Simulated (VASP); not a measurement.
# Convergence of pressure and total energy of ScPt with the plane-wave cutoff (VASP, PAW sets Sc_sv and Pt)

At a cutoff of 230 eV the energy of ScPt lies only 1.10 meV/atom from its value at 460 eV, yet at 260 eV it is off by −7.40 meV/atom. Over the same step the pressure error shrinks from −2.671 to −0.235 GPa. A larger basis thus seems to harm the energy while it helps the pressure. How fast the two quantities settle matters in practice, because a false pressure gives a false lattice constant when the cell is relaxed, and strain and elastic data inherit the fault. We follow both for the CsCl-type crystal with the PBEsol functional, at fixed cell and atoms, each measured against the 460 eV run, with compression counted as positive pressure. The errors are therefore those of the basis, not deviations from experiment.

## Systems and settings

Single-point runs at fixed cell and atoms; within a crystal every other setting is the same. Program: VASP 6.6.1, plane waves and PAW (data sets made for PBE of release 64), scalar-relativistic without spin-orbit coupling, no spin polarisation. Cutoff 140 to 460 eV; on the k meshes the divisions times the cell-vector length are 22 Å or more. Occupations: Fermi-Dirac smearing of 0.05 eV. The coarsest mesh (22 Å) is coarse for metals and narrow gaps. Times are rough, from shared x86 server processors. The same in all rows: PAW data sets by their labels: Sc_sv Pt.

Notes on method and selection:

- A truncated basis gives a spurious tension (Pulay stress); the pressure converges more slowly than energy differences.
- The lowest cutoffs lie below the values recommended with the data sets and were run to show the error.
- The space group named is that of the cell as run, which can be lower than that of the source structure.
- Runs that did not converge, have known faults or may not be shown are not listed, and runs on Ansatz's PAW sets soft_1 and soft_2 are kept to separate tables.

Columns:

- cutoff (eV): plane-wave cutoff ENCUT.
- pressure error (GPa): pressure minus that of the run with the highest cutoff of the same crystal, compression positive.
- energy error (meV/atom): energy per atom, extrapolated to zero smearing as the program prints it, minus that of the run with the highest cutoff of the same crystal.
- cost (core-s): processor time of the run, shared machines, rough.

## Data

| member | cutoff (eV) | pressure error (GPa) | energy error (meV/atom) | cost (core-s) | remark |
| --- | --- | --- | --- | --- | --- |
| 140 eV | 140 | −244.484 | 1087.20 | 2.1 |  |
| 170 eV | 170 | −79.461 | 314.48 | 2.4 |  |
| 210 eV | 210 | ? | ? | 2.5 |  |
| 230 eV | 230 | −2.671 | 1.10 | 2.7 |  |
| 260 eV | 260 | −0.235 | −7.40 | 3.3 |  |
| 300 eV | 300 | −0.605 | −4.57 | 3.4 |  |
| 370 eV | 370 | −0.276 | −0.25 | 5.4 |  |
| 460 eV | 460 | 0.000 | 0.00 | 5.5 | entry of the Crystallography Open Database |

Cells marked ? are withheld until the estimate has been made.

## Why the values move as they do

From 140 to 170 eV the pressure error falls in size by a factor of 244.484 / 79.461 = 3.08. From 230 to 260 eV, again a step of 30 eV, the factor is 2.671 / 0.235 = 11.4. The decay up to 260 eV is therefore faster than a simple exponential, as expected when the cutoff passes the main Fourier components of smooth pseudo-orbitals. From 260 to 370 eV the error no longer falls steadily, but stays negative at a few tenths of a GPa.

The negative sign is that of Pulay stress. The stress is evaluated with a fixed set of plane waves, whose effective cutoff rises when the cell shrinks. Contraction then improves the basis and lowers the energy, so the crystal appears to be under tension:

$$P_{\mathrm{Pulay}} = \frac{2}{3}\,\frac{E_{\mathrm{cut}}}{V}\,\frac{\partial E}{\partial E_{\mathrm{cut}}}$$

Here $V$ is the cell volume and $E$ the energy in the truncated basis, which falls as the cutoff $E_{\mathrm{cut}}$ rises.

The energy error drops from 1087.20 to 314.48 meV/atom between 140 and 170 eV, and is negative at 260, 300 and 370 eV. A purely variational energy could not lie below that of a larger basis. VASP lowers the total energy by an atomic estimate of the error that the missing plane waves cause in the kinetic energy, and a slight overcorrection would have the observed sign; changes of the Fourier grids may also contribute. The small error at 230 eV is thus a crossing through zero rather than convergence.

At 370 eV the remaining errors are −0.25 meV/atom and −0.276 GPa. For an assumed bulk modulus of 100 GPa, such a pressure error would shrink a relaxed cell by about 0.3 % in volume, against nearly 3 % at 230 eV.

## Prediction

Plain estimates from the members shown:

- 210 eV, straight-line interpolation between 170 eV and 230 eV: w = (210 − 170) / (230 − 170) = 0.667, so −79.461 + 0.667 × (−2.671 − (−79.461)) = −28.268 GPa

The straight-line estimate of −28.268 GPa is too large in size, because the error decays in a strongly curved way between 170 and 230 eV. We interpolate the logarithm of its magnitude instead, with a parabola through 140, 170 and 230 eV.

The natural logarithms (magnitudes in GPa) are ln(244.484) = 5.499, ln(79.461) = 4.375 and ln(2.671) = 0.982. The slopes are (4.375 − 5.499) / 30 = −0.0375 per eV and (0.982 − 4.375) / 60 = −0.0566 per eV. Their change gives a curvature coefficient of (−0.0566 + 0.0375) / 90 = −0.000212 per eV².

At 210 eV the straight line in the logarithm gives 4.375 − 40 × 0.0566 = 2.11, or 8.3 GPa in size. The curvature adds 0.000212 × 40 × 20 = 0.17. The sum is 2.11 + 0.17 = 2.28, which corresponds to exp(2.28) = 9.8 GPa, and the sign is negative as in the neighbouring rows.

As a trial, the same kind of parabola through 140, 230 and 260 eV gives about −86 GPa at 170 eV, where the table has −79.461 GPa, a miss of 8 %. The same fraction at 210 eV would be 0.8 GPa. A single trial is thin support, and the curvature alone shifts the result by 9.8 − 8.3 = 1.5 GPa. We combine the two as 1.5 + 0.8 = 2.3 GPa and take 2 GPa as one standard deviation.

**Committed estimate, 210 eV: pressure error = −10 ± 2 GPa.**

## The withheld result

| member | cutoff (eV) | pressure error (GPa) | energy error (meV/atom) | cost (core-s) |
| --- | --- | --- | --- | --- |
| 210 eV | 210 | −10.299 | 12.53 | 2.5 |

| member | estimate | pressure error (GPa) | computed | estimate − computed | miss in error bars |
| --- | --- | --- | --- | --- | --- |
| 210 eV | committed | −10.000 | −10.299 | +0.299 | 0.1 |
| 210 eV | interpolation | −28.268 | −10.299 | −17.969 |  |

The estimate of −10 ± 2 GPa lies 0.299 GPa from the computed −10.299 GPa, well inside its error bar. The straight-line interpolation made the tension too large by 17.969 GPa.

Interpolating the logarithm was the decisive step, and its curvature helped as well: without it the estimate would have been −8.3 GPa, about 2 GPa too small in size. The new row confirms that the decay steepens. The error falls by a factor of 79.461 / 10.299 = 7.7 over the 40 eV above 170 eV, and by 10.299 / 2.671 = 3.9 over only the next 20 eV.

Our trial at 170 eV was weaker support than it looked, because it leaned on the 260 eV row, whose error is smaller than those at 300 and 370 eV and so does not belong to a smooth decay.



## Residuals

The 300 eV row breaks the decay of the pressure error: at −0.605 GPa it is larger in size than the −0.235 GPa at 260 eV. A small oscillating remainder, from the Fourier grids or from cutting off the PAW projectors in reciprocal space, is a possible cause. The value at 260 eV is then small by partial cancellation and no sign of better convergence.

In the energy, 260 eV stands out with −7.40 meV/atom, the lowest value of the series. The likeliest reason is the atomic correction for kinetic energy above the cutoff, which here slightly overshoots. This also limits the use of the Pulay formula given earlier. Between 260 and 370 eV the tabulated energy rises, which would give a positive pressure error, while the errors found are negative. The formula needs the energy without that correction, so the energy column cannot be put into it.

The huge errors at 140 and 170 eV are no anomaly, since both cutoffs lie far below what the data sets require.

## Time and accuracy

The whole series spans only 2.1 to 5.5 core-s, a factor of 5.5 / 2.1 = 2.6, while the pressure error falls from 244 GPa to a few tenths of a GPa. Going from 230 to 460 eV adds about 3 core-s and removes a false tension of 2.671 GPa. For a crystal this cheap there is no reason to save on the cutoff. The times at 370 and 460 eV, 5.4 and 5.5 core-s, are equal within the accuracy of such timings.

## Rules of thumb and their limits

For these data sets and this cell, the pressure is within about 0.6 GPa of the 460 eV run at every tabulated cutoff from 260 eV up. The total energy comes within 1 meV/atom only at 370 eV. Energy differences between structures at one cutoff usually converge faster, but the table holds none.

Between 170 and 230 eV, logarithmic interpolation with curvature met the one withheld pressure error to about 5 %. Above 260 eV the errors are irregular, and a new row can be guessed only to a few tenths of a GPa.

With the same assumed bulk modulus of 100 GPa, the error at 300 eV would shorten a relaxed lattice constant by 0.605 / 100 / 3 = 0.002, or 0.2 %. Nuclear motion at room temperature, left out here, would add a positive pressure that no choice of cutoff supplies.
